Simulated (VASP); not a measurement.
RbCl (rock salt): the bulk modulus from VASP (plane waves, PAW) at several levels of theory. Static lattice, third-order Birch-Murnaghan fit over five volumes.

| level | bulk modulus (GPa) |
|---|---|
| LDA | 21.8 |
| PBE | 14.2 |
| PBEsol | 16.5 |
| PBE-D4 | 15.4 |
| HSEsol | 16.9 |

The cell of the LDA run:

```cif
data_ClRb
_chemical_formula_sum 'Rb1 Cl1'
_space_group_name_H-M_alt 'P 1'
_space_group_IT_number 1
_cell_length_a 4.51490
_cell_length_b 4.51490
_cell_length_c 4.51490
_cell_angle_alpha 60.000
_cell_angle_beta 60.000
_cell_angle_gamma 60.000
loop_
_space_group_symop_operation_xyz
  'x, y, z'
loop_
_atom_site_label
_atom_site_type_symbol
_atom_site_fract_x
_atom_site_fract_y
_atom_site_fract_z
_atom_site_occupancy
Rb1 Rb 0.00000 0.00000 0.00000 1
Cl1 Cl 0.50000 0.50000 0.50000 1
```

Only levels that ran to the end are used. Left out are those held back, those with too coarse a band path, GW runs whose mesh misses a band edge, hybrids' fits of cells that aren't cubic and levels without matching references; a question may draw on a part of the rest.

The compound is RbCl in the rock salt structure.
